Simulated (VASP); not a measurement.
Input:

```yaml
crystal:
  lattice:
    - [3.78591, 0.00000, 0.00000]
    - [0.00000, 3.78591, 0.00000]
    - [0.00000, 0.00000, 3.78591]
  atoms:
    - { symbol: Cu, position: [0.50000, 0.00000, 0.00000] }
    - { symbol: Cu, position: [0.00000, 0.50000, 0.00000] }
    - { symbol: Cu, position: [0.00000, 0.00000, 0.50000] }
    - { symbol: N, position: [0.00000, 0.00000, 0.00000] }
```

The numbers are results of PBE GGA with D3 dispersion (Becke-Johnson damping), VASP's PBE PAW potentials (set 64) (plane waves; VASP), not measurements. Settings: 520 eV cut-off, 13×13×13 Γ-centred mesh, Gaussian smearing of 0.010 eV, potentials Cu N.

### Question
Estimate the energy per atom (σ→0).

### Answer

```yaml
energy per atom (σ→0): -4.942 eV/atom
```

The absolute energy has meaning only against runs of the same code, potentials and settings.

The structure comes from a measured Cu3N entry (Pm-3m) of the Crystallography Open Database, whose conditions weren't checked. It was relaxed first.
